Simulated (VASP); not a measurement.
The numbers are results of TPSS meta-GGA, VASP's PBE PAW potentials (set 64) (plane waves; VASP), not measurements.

Input for VASP

INCAR:
```
! general
SYSTEM =Ta
PREC   =Accurate
ENCUT  =520
LREAL  =F
LASPH  =T

! electronic loop
EDIFF  =1E-7
NELM   =100
ALGO   =Normal
LMAXMIX=6
LMIXTAU=T

! smearing
ISMEAR =1
SIGMA  =0.1

! functional
METAGGA=TPSS

! ions
ISIF   =2

! output
LWAVE  =F
LCHARG =F
```

**POSCAR**
```
Ta
1
   -1.6163170794     1.6163170794     1.6163170794
    1.6163170794    -1.6163170794     1.6163170794
    1.6163170794     1.6163170794    -1.6163170794
Ta
1
Direct
  0.0000000000   0.0000000000   0.0000000000
```

**KPOINTS**
```
Automatic
0
G
 15 15 15
0 0 0
```

POTCAR, in this order: Ta_pv (PBE.64 set). Program: vasp_std.

The resulting files:

**OSZICAR**
```
       N       E                     dE             d eps       ncg     rms          rms(c)
DAV:   1     0.676561392844E+02    0.67656E+02   -0.75821E+03  2160   0.141E+03
DAV:   2    -0.479201607368E+01   -0.72448E+02   -0.71190E+02  2465   0.320E+02
DAV:   3    -0.641684357501E+01   -0.16248E+01   -0.15240E+01  3038   0.498E+01
DAV:   4    -0.644594036402E+01   -0.29097E-01   -0.28784E-01  2570   0.442E+00
DAV:   5    -0.644638336179E+01   -0.44300E-03   -0.44272E-03  2902   0.472E-01    0.134E+01
DAV:   6    -0.135105650969E+02   -0.70642E+01   -0.10730E+01  2162   0.437E+01    0.107E+01
DAV:   7    -0.776100622463E+01    0.57496E+01   -0.47244E+00  2161   0.382E+01    0.372E+00
DAV:   8    -0.133331797394E+02   -0.55722E+01   -0.31861E+00  2160   0.315E+01    0.231E+00
DAV:   9    -0.133810849941E+02   -0.47905E-01   -0.16987E-02  2537   0.173E+00    0.203E+00
DAV:  10    -0.133415237419E+02    0.39561E-01   -0.22201E-02  2235   0.178E+00    0.685E-01
DAV:  11    -0.133826295913E+02   -0.41106E-01   -0.15039E-02  2174   0.192E+00    0.109E-01
DAV:  12    -0.133855431121E+02   -0.29135E-02   -0.14353E-03  2268   0.415E-01    0.347E-01
DAV:  13    -0.133849196352E+02    0.62348E-03   -0.50124E-04  2228   0.253E-01    0.118E-01
DAV:  14    -0.133850509305E+02   -0.13130E-03   -0.33011E-04  2230   0.257E-01    0.264E-02
DAV:  15    -0.133850474031E+02    0.35274E-05   -0.15105E-05  2272   0.447E-02    0.367E-03
DAV:  16    -0.133850489033E+02   -0.15002E-05   -0.18539E-07  2121   0.612E-03    0.322E-03
DAV:  17    -0.133850471807E+02    0.17226E-05   -0.15093E-07  1217   0.582E-03    0.216E-03
DAV:  18    -0.133850479885E+02   -0.80784E-06   -0.20870E-07  1102   0.630E-03    0.339E-04
DAV:  19    -0.133850478275E+02    0.16100E-06   -0.51663E-09  1092   0.951E-04    0.248E-04
DAV:  20    -0.133850479494E+02   -0.12186E-06   -0.13084E-09  1092   0.391E-04    0.156E-04
DAV:  21    -0.133850478875E+02    0.61928E-07   -0.17908E-10  1091   0.165E-04
   1 F= -.13385048E+02 E0= -.13385051E+02  d E =0.842569E-05
```

### OUTCAR
```
------------------------ aborting loop because EDIFF is reached ----------------------------------------
  FORCE on cell =-STRESS in cart. coord.  units (eV):
  Direction    XX          YY          ZZ          XY          YZ          ZX
  --------------------------------------------------------------------------------------
  Total        1.5091317      1.5091317      1.5091317     -0.0000000      0.0000000      0.0000000
  in kB      143.1522090    143.1522090    143.1522090     -0.0000000      0.0000000      0.0000000
  external PRESSURE =     143.1522090 kB  Pullay stress =       0.0000000 kB
  volume of cell :       16.89
      direct lattice vectors                 reciprocal lattice vectors
    -1.616317079  1.616317079  1.616317079     0.000000000  0.309345243  0.309345243
     1.616317079 -1.616317079  1.616317079     0.309345243  0.000000000  0.309345243
     1.616317079  1.616317079 -1.616317079     0.309345243  0.309345243  0.000000000
 POSITION                                       TOTAL-FORCE (eV/Angst)
 -----------------------------------------------------------------------------------
      0.00000      0.00000      0.00000        -0.000000      0.000000     -0.000000
 -----------------------------------------------------------------------------------
    total drift:                                0.000000      0.000000     -0.000000
  FREE ENERGIE OF THE ION-ELECTRON SYSTEM (eV)
  ---------------------------------------------------
  free  energy   TOTEN  =       -13.3850478875 eV

  energy  without entropy=      -13.3850563132  energy(sigma->0) =      -13.38505070
```
(Selected blocks of OUTCAR.)

The compound is Ta in the bcc structure. This cell is one point of a volume scan, at 0.94 of the reference volume.
